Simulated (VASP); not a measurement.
Computed with PBE GGA, VASP's PBE PAW potentials (set 64) (plane waves; VASP 6.6.1).

VASP input:

INCAR:
```
SYSTEM=Ni
PREC=Accurate; ENCUT=400; LREAL=.FALSE.
LASPH=.TRUE.
EDIFF=1E-6; NELM=100; ALGO=Normal
LMAXMIX=4
ISMEAR=1; SIGMA=0.1
GGA=PE
ISPIN=2; MAGMOM=0.16
ISIF=2
LWAVE=.FALSE.; LCHARG=.FALSE.; LORBIT=10
```

KPOINTS:
```
Automatic mesh
0
Gamma
16 16 16
0 0 0
```

**POSCAR**
```
Ni
1.0
  0.0000000000   1.7952000000   1.7952000000
  1.7952000000   0.0000000000   1.7952000000
  1.7952000000   1.7952000000   0.0000000000
Ni
1
Cartesian
  0.0000000000   0.0000000000   0.0000000000
```

POTCAR, in this order: Ni (PBE.64 set). Program: vasp_std.

What will the output report for the number of irreducible k-points (NKPTS), number of bands (NBANDS), largest plane-wave count, number of space-group operations, FFT grid (NGX, NGY, NGZ)?

```
Item                                          Result
--------------------------------------  ------------
number of irreducible k-points (NKPTS)           145
number of bands (NBANDS)                           9
largest plane-wave count                         222
number of space-group operations                  48
FFT grid (NGX, NGY, NGZ)                18 × 18 × 18
```

The compound is Ni in the fcc structure. The cell was not relaxed at this level. The run is one of a series of settings (MAGMOM = 0.16 against the base run), some of them coarse on purpose.
